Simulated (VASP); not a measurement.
```xyz
1
Lattice="0.0000 2.0600 2.0600 2.0600 0.0000 2.0600 2.0600 2.0600 0.0000" Properties=species:S:1:pos:R:3 pbc="T T T"
Au     0.0000     0.0000     0.0000
```

Level of theory: optB86b-vdW, VASP's PBE PAW potentials (set 64) (plane waves; VASP). Run with 520 eV cut-off, Gaussian smearing of 0.050 eV, potentials Au.

Task: Give the energies of bands 1 to 7 at the high-symmetry points, in eV from the Fermi level.

Result: 
```tsv
band	Γ	X	U	L	W
1	-9.64	-6.87	-6.28	-7.12	-5.80
2	-4.60	-6.56	-5.68	-4.63	-5.03
3	-4.60	-2.04	-3.76	-4.63	-5.03
4	-4.60	-1.69	-2.87	-2.00	-3.29
5	-3.15	-1.69	-2.12	-2.00	-1.69
6	-3.15	1.07	3.67	-0.85	4.47
7	14.63	5.46	4.58	2.85	6.18
```

It has no gap at this level: it comes out as a metal or semimetal.

The compound is Au in the fcc structure. It was relaxed first.
